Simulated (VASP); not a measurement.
Method: HSE06 screened hybrid, VASP's PBE PAW potentials (set 64) (plane waves; VASP).

The input files of a VASP run:

File KPOINTS:
```
K-points
0
G
6 6 6
```

**POSCAR**
```
InSb
1
    0.0000000000     3.3495018067     3.3495018067
    3.3495018067     0.0000000000     3.3495018067
    3.3495018067     3.3495018067     0.0000000000
In Sb
1 1
Direct
  0.0000000000   1.0000000000   0.0000000000
  0.2500000000   0.2500000000   0.2500000000
```

### INCAR
```
! general
SYSTEM  =InSb
PREC    =Accurate
ENCUT   =520
LREAL   =.FALSE.
LASPH   =.TRUE.
ISYM    =3

! electronic loop
EDIFF   =1E-6   ! SCF stop (eV)
NELM    =60   ! most electronic steps
ALGO    =Normal
LMAXMIX =4   ! l cut-off of mixed one-centre charges

! smearing
ISMEAR  =0
SIGMA   =0.05

! functional
GGA     =PE   ! PBE
LHFCALC =.TRUE.
AEXX    =0.25
HFSCREEN=0.2   ! 1/Angstrom
PRECFOCK=Fast

! ions
ISIF    =2

! output
LWAVE   =.FALSE.
LCHARG  =.FALSE.
```

POTCAR, in this order: In_d Sb (PBE.64 set). Program: vasp_std. Read from the step before: WAVECAR.

The resulting files:

File OSZICAR:
```
       N       E                     dE             d eps       ncg     rms          rms(c)
DAV:   1    -0.841159291971E+01   -0.84116E+01   -0.19864E+00   471   0.119E+01    0.170E+01
DAV:   2    -0.842726909007E+01   -0.15676E-01   -0.56836E-02   489   0.193E+00    0.112E+01
DAV:   3    -0.842631652252E+01    0.95257E-03   -0.42874E-03   639   0.770E-01    0.714E+00
DAV:   4    -0.842576710765E+01    0.54941E-03   -0.27900E-04   459   0.212E-01    0.427E+00
DAV:   5    -0.842559606512E+01    0.17104E-03   -0.12670E-04   466   0.114E-01    0.255E+00
DAV:   6    -0.842554934673E+01    0.46718E-04   -0.31448E-05   464   0.621E-02    0.152E+00
DAV:   7    -0.842553652125E+01    0.12825E-04   -0.76522E-06   452   0.326E-02    0.908E-01
DAV:   8    -0.842553509552E+01    0.14257E-05   -0.27577E-06   466   0.176E-02    0.539E-01
DAV:   9    -0.842553582113E+01   -0.72561E-06   -0.92903E-07   317   0.971E-03
   1 F= -.84255358E+01 E0= -.84253573E+01  d E =-.357093E-03
```

**OUTCAR**
```
------------------------ aborting loop because EDIFF is reached ----------------------------------------
  FORCE on cell =-STRESS in cart. coord.  units (eV):
  Direction    XX          YY          ZZ          XY          YZ          ZX
  --------------------------------------------------------------------------------------
  Total       -1.3675616     -1.3675616     -1.3675616      0.0000000      0.0000000      0.0000000
  in kB      -29.1532395    -29.1532395    -29.1532395      0.0000000      0.0000000      0.0000000
  external PRESSURE =     -29.1532395 kB  Pullay stress =       0.0000000 kB
  volume of cell :       75.16
      direct lattice vectors                 reciprocal lattice vectors
     0.000000000  3.349501807  3.349501807    -0.149275931  0.149275931  0.149275931
     3.349501807  0.000000000  3.349501807     0.149275931 -0.149275931  0.149275931
     3.349501807  3.349501807  0.000000000     0.149275931  0.149275931 -0.149275931
  FREE ENERGIE OF THE ION-ELECTRON SYSTEM (eV)
  ---------------------------------------------------
  free  energy   TOTEN  =        -8.4255358211 eV

  energy  without entropy=       -8.4251787279  energy(sigma->0) =       -8.42535727

  exchange ACFDT corr.  =         0.00000000  see jH, gK, PRB 81, 115126
```
(Selected blocks of OUTCAR.)

The compound is InSb in the zinc blende structure. This cell is one point of a volume scan, at 1.03 of the reference volume. The cell's shape comes from a PBE relaxation.
